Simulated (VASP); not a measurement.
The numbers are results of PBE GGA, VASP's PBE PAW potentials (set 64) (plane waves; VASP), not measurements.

Input for VASP

INCAR:
```
SYSTEM = Rb
PREC = Accurate
ENCUT = 520
EDIFF = 1E-7
NELM = 100
ALGO = Normal
LREAL = .FALSE.
LASPH = .TRUE.
ISMEAR = -5
GGA = PE
LMAXMIX = 4
LWAVE = .FALSE.
LCHARG = .TRUE.
LORBIT = 11
NEDOS = 601
ISIF = 2
```

File POSCAR:
```
Rb
1
   -2.8372250653     2.8372250653     2.8372250653
    2.8372250653    -2.8372250653     2.8372250653
    2.8372250653     2.8372250653    -2.8372250653
Rb
1
Direct
  0.0000000000   0.0000000000   0.0000000000
```

KPOINTS:
```
Regular mesh
0
gamma
  10 10 10
0 0 0
```

POTCAR, in this order: Rb_sv (PBE.64 set). Program: vasp_std.

The resulting files:

**OSZICAR**
```
       N       E                     dE             d eps       ncg     rms          rms(c)
DAV:   1     0.438698815995E+02    0.43870E+02   -0.33446E+03   752   0.817E+02
DAV:   2     0.150447584596E+01   -0.42365E+02   -0.41731E+02   824   0.137E+02
DAV:   3    -0.857293626879E+00   -0.23618E+01   -0.23592E+01  1032   0.379E+01
DAV:   4    -0.933886190978E+00   -0.76593E-01   -0.76480E-01  1224   0.538E+00
DAV:   5    -0.934149123254E+00   -0.26293E-03   -0.26296E-03  1112   0.307E-01    0.121E+00
DAV:   6    -0.934691904987E+00   -0.54278E-03   -0.17493E-03  1176   0.285E-01    0.732E-01
DAV:   7    -0.935615687441E+00   -0.92378E-03   -0.33768E-03   936   0.401E-01    0.451E-02
DAV:   8    -0.935729863343E+00   -0.11418E-03   -0.13242E-04  1104   0.114E-01    0.147E-02
DAV:   9    -0.935737449554E+00   -0.75862E-05   -0.65514E-06  1112   0.223E-02    0.431E-03
DAV:  10    -0.935737125174E+00    0.32438E-06   -0.26922E-06  1200   0.107E-02    0.902E-04
DAV:  11    -0.935737159434E+00   -0.34260E-07   -0.55329E-08   880   0.191E-03
   1 F= -.93573716E+00 E0= -.93573716E+00  d E =0.000000E+00
```

**OUTCAR**
```
------------------------ aborting loop because EDIFF is reached ----------------------------------------
  FORCE on cell =-STRESS in cart. coord.  units (eV):
  Direction    XX          YY          ZZ          XY          YZ          ZX
  --------------------------------------------------------------------------------------
  Total       -0.0063620     -0.0063620     -0.0063620      0.0000000      0.0000000      0.0000000
  in kB       -0.1115738     -0.1115738     -0.1115738      0.0000000      0.0000000      0.0000000
  external PRESSURE =      -0.1115738 kB  Pullay stress =       0.0000000 kB
  volume of cell :       91.36
      direct lattice vectors                 reciprocal lattice vectors
    -2.837225065  2.837225065  2.837225065     0.000000000  0.176228529  0.176228529
     2.837225065 -2.837225065  2.837225065     0.176228529  0.000000000  0.176228529
     2.837225065  2.837225065 -2.837225065     0.176228529  0.176228529  0.000000000
 POSITION                                       TOTAL-FORCE (eV/Angst)
 -----------------------------------------------------------------------------------
      0.00000      0.00000      0.00000         0.000000      0.000000      0.000000
 -----------------------------------------------------------------------------------
    total drift:                               -0.000000     -0.000000     -0.000000
  FREE ENERGIE OF THE ION-ELECTRON SYSTEM (eV)
  ---------------------------------------------------
  free  energy   TOTEN  =        -0.9357371594 eV

  energy  without entropy=       -0.9357371594  energy(sigma->0) =       -0.93573716

 total charge

# of ion       s       p       d       tot
------------------------------------------
    1        1.964   5.321   0.005   7.290
```
(Selected blocks of OUTCAR.)

For a metal the tetrahedron method with Blöchl corrections gives inexact stress and forces.

The compound is Rb in the bcc structure. It was relaxed first.
